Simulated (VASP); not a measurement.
CeO2 (fluorite) is relaxed at rising pressure, each step from the one before. Symmetry mostly holds the structure type, and other phases were not tried. The mesh follows the cell, and a change of mesh leaves a small step in the series.

Given:

```cif
data_Ce4O8
_chemical_formula_sum 'Ce4 O8'
_space_group_name_H-M_alt 'Fm-3m'
_space_group_IT_number 225
_space_group_name_Hall '-F 4 2 3'
_cell_length_a 5.46365
_cell_length_b 5.46365
_cell_length_c 5.46365
_cell_angle_alpha 90.000
_cell_angle_beta 90.000
_cell_angle_gamma 90.000
loop_
_atom_site_label
_atom_site_type_symbol
_atom_site_symmetry_multiplicity
_atom_site_Wyckoff_symbol
_atom_site_fract_x
_atom_site_fract_y
_atom_site_fract_z
_atom_site_occupancy
Ce1 Ce 4 a 0.00000 0.00000 0.00000 1
O1 O 8 c 0.25000 0.25000 0.25000 1
```
(The calculation used a cell of 3 atoms; values per cell refer to that cell.)

All values below come from PBE GGA, VASP's PBE PAW potentials (set 64) (plane waves; VASP). Settings: 620 eV cut-off, 7×7×7 Γ-centred mesh, Gaussian smearing of 0.050 eV, potentials Ce O.

| P (GPa) | V (Å³/atom) | H − H(0) (eV/atom) | space group | k-mesh |
|---|---|---|---|---|
| 0 | 13.59 | 0.000 | Fm-3m | 7×7×7 |
| 5 | 13.22 | 0.419 | Fm-3m | 7×7×7 |
| 10 | 12.91 | 0.827 | Fm-3m | 7×7×7 |
| 20 | 12.39 | 1.617 | Fm-3m | 7×7×7 |
| 30 | ? | ? | Fm-3m | 7×7×7 |
| 45 | ? | ? | Fm-3m | 7×7×7 |

Question: Fill in the missing entries.

Answer: 
- 45, V (Å³/atom): 11.40
- 45, H − H(0) (eV/atom): 3.470
- 30, V (Å³/atom): 11.94
- 30, H − H(0) (eV/atom): 2.377

Pressures at which the relaxation failed are left out.

The compound is CeO2 in the fluorite structure. The run is not spin-polarised, so no magnetic state was tried.
